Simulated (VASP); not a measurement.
Output of a VASP run:

OSZICAR:
```
       N       E                     dE             d eps       ncg     rms          rms(c)
DAV:   1     0.244718446705E+03    0.24472E+03   -0.17711E+04   800   0.156E+03
DAV:   2    -0.151721585562E+02   -0.25989E+03   -0.25283E+03  1084   0.384E+02
DAV:   3    -0.259491689377E+02   -0.10777E+02   -0.10750E+02   948   0.769E+01
DAV:   4    -0.262939292766E+02   -0.34476E+00   -0.34432E+00  1392   0.115E+01
DAV:   5    -0.262955022102E+02   -0.15729E-02   -0.15729E-02   928   0.785E-01    0.806E+00
DAV:   6    -0.244771656180E+02    0.18183E+01   -0.78623E+00   896   0.204E+01    0.370E+00
DAV:   7    -0.244631590528E+02    0.14007E-01   -0.20743E-01  1044   0.321E+00    0.232E+00
DAV:   8    -0.244662220328E+02   -0.30630E-02   -0.76589E-02   932   0.299E+00    0.264E-01
DAV:   9    -0.244668935627E+02   -0.67153E-03   -0.13767E-02  1116   0.855E-01    0.137E-01
DAV:  10    -0.244671487449E+02   -0.25518E-03   -0.93180E-04  1028   0.248E-01    0.897E-02
DAV:  11    -0.244672729769E+02   -0.12423E-03   -0.49792E-04   924   0.174E-01    0.399E-02
DAV:  12    -0.244672428847E+02    0.30092E-04   -0.17476E-04   940   0.925E-02    0.431E-03
DAV:  13    -0.244672432297E+02   -0.34506E-06   -0.20901E-06   984   0.120E-02    0.287E-03
DAV:  14    -0.244672430024E+02    0.22734E-06   -0.80513E-07   944   0.707E-03    0.191E-03
DAV:  15    -0.244672430834E+02   -0.80966E-07   -0.31119E-08   632   0.146E-03
   1 F= -.24467243E+02 E0= -.24467243E+02  d E =-.103417E-10
```

### OUTCAR
```
------------------------ aborting loop because EDIFF is reached ----------------------------------------
  FORCE on cell =-STRESS in cart. coord.  units (eV):
  Direction    XX          YY          ZZ          XY          YZ          ZX
  --------------------------------------------------------------------------------------
  Total       -0.7226826     -0.7226826     -0.7226826     -0.0000000      0.0000000     -0.0000000
  in kB      -17.4589510    -17.4589510    -17.4589510     -0.0000000      0.0000000     -0.0000000
  external PRESSURE =     -17.4589510 kB  Pullay stress =       0.0000000 kB
  volume of cell :       66.32
      direct lattice vectors                 reciprocal lattice vectors
     4.047746838  0.000000000  0.000000000     0.247051024  0.000000000  0.000000000
     0.000000000  4.047746838  0.000000000     0.000000000  0.247051024  0.000000000
     0.000000000  0.000000000  4.047746838     0.000000000  0.000000000  0.247051024
 POSITION                                       TOTAL-FORCE (eV/Angst)
 -----------------------------------------------------------------------------------
      0.00000      0.00000      0.00000         0.000000      0.000000      0.000000
      2.02387      2.02387      2.02387         0.000000      0.000000      0.000000
      2.02387      0.00000      2.02387         0.000000      0.000000      0.000000
      0.00000      2.02387      2.02387         0.000000      0.000000      0.000000
      2.02387      2.02387      0.00000         0.000000      0.000000      0.000000
 -----------------------------------------------------------------------------------
    total drift:                                0.000000      0.000000     -0.000000
  FREE ENERGIE OF THE ION-ELECTRON SYSTEM (eV)
  ---------------------------------------------------
  free  energy   TOTEN  =       -24.4672430834 eV

  energy  without entropy=      -24.4672430834  energy(sigma->0) =      -24.46724308
```
(Selected blocks of OUTCAR.)

File POSCAR:
```
KMgF3
1
    4.0477468384     0.0000000000     0.0000000000
    0.0000000000     4.0477468384     0.0000000000
    0.0000000000     0.0000000000     4.0477468384
K Mg F
1 1 3
Direct
  0.0000000000   0.0000000000   0.0000000000
  0.5000000000   0.5000000000   0.5000000000
  0.5000000000   0.0000000000   0.5000000000
  0.0000000000   0.5000000000   0.5000000000
  0.5000000000   0.5000000000   0.0000000000
```

Task: Write an INCAR and KPOINTS that could have produced this output.

Result: This is not unique; one that fits is the input of the run itself, AM05 GGA, plane waves, VASP's PBE PAW potentials (set 64).

KPOINTS:
```
Automatic mesh
0
Gamma
6 6 6
0 0 0
```

INCAR:
```
SYSTEM = KMgF3
PREC = Accurate
ENCUT = 520
EDIFF = 1E-7
NELM = 100
ALGO = Normal
LREAL = .FALSE.
LASPH = .TRUE.
ISMEAR = 0
SIGMA = 0.05
GGA = AM
LWAVE = .FALSE.
LCHARG = .FALSE.
ISIF = 2
```

POTCAR, in this order: K_sv Mg F (PBE.64 set). Program: vasp_std.

The compound is KMgF3 in the cubic perovskite structure. This cell is one point of a volume scan, at 1.03 of the reference volume.
